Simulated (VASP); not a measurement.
Given:

```xyz
3
Lattice="0.0000 3.2998 3.2998 3.2998 0.0000 3.2998 3.2998 3.2998 0.0000" Properties=species:S:1:pos:R:3 pbc="T T T"
Na     1.6499     1.6499     1.6499
Na     4.9498     4.9498     4.9498
S      0.0000     0.0000     0.0000
```

Calculation: PBE0 hybrid, VASP's PBE PAW potentials (set 64) (plane waves; VASP). Numerical set-up: 300 eV cut-off, 5×5×5 Γ-centred mesh shifted by (0.5, 0.5, 0.5), Gaussian smearing of 0.010 eV, potentials Na_pv S.

At this cut-off the stress carries a Pulay error, which pulls relaxed volumes low.

Q: Predict the energy per atom (σ→0), pressure.

A: 
- energy per atom (σ→0): -4.127 eV/atom
- pressure: -1.03 GPa

Total energies compare only between runs with the same potentials, cut-off and functional.

The structure comes from a computed database's Na2S entry; how it stands against other phases isn't given here. The cell was not relaxed at this level.
